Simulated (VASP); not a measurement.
```xyz
3
Lattice="1.9105 -3.3090 0.0000 1.9105 3.3090 0.0000 0.0000 0.0000 5.0220" Properties=species:S:1:pos:R:3 pbc="T T T"
Pt     0.0000     0.0000     0.0000
Se     1.9105     1.1030     1.3075
Se     1.9105    -1.1030     3.7145
```

All values below come from rev-vdW-DF2, VASP's PBE PAW potentials (set 64) (plane waves; VASP 6.6.1). Settings: 520 eV cut-off, 9×9×6 Γ-centred mesh, first-order Methfessel-Paxton smearing of 0.10 eV, potentials Pt Se.

The ions and cell shape at fixed volume are relaxed. Which structure does the run end with?

```xyz
3
Lattice="1.8932 -3.2791 0.0000 1.8932 3.2791 0.0000 0.0000 0.0000 5.1142" Properties=species:S:1:pos:R:3 pbc="T T T"
Pt     1.8932     3.2791     0.0000
Se     1.8932     1.0930     1.2993
Se     1.8932    -1.0930     3.8149
```
Space group P-3m1 (164), at a tolerance of 0.03 Å.

How much energy does the relaxation gain?

The energy (σ→0) changes by -4.5 meV/atom, in 6 ionic steps.

```csv
step,E(σ→0) (eV),max force (eV/Å),pressure (GPa),volume (Å³)
1,-9.3972,0.289,-3.28,63.50
2,-9.4055,0.156,-2.45,63.50
3,-9.4098,0.023,-1.31,63.50
4,-9.4098,0.041,-1.19,63.50
5,-9.4106,0.017,-1.11,63.50
6,-9.4107,0.002,-1.06,63.50
```

The compound is PtSe2 in the 1T layered structure. This cell is one point of a volume scan, at 1.03 of the reference volume. Symmetry was kept, so distortions that lower it aren't found.
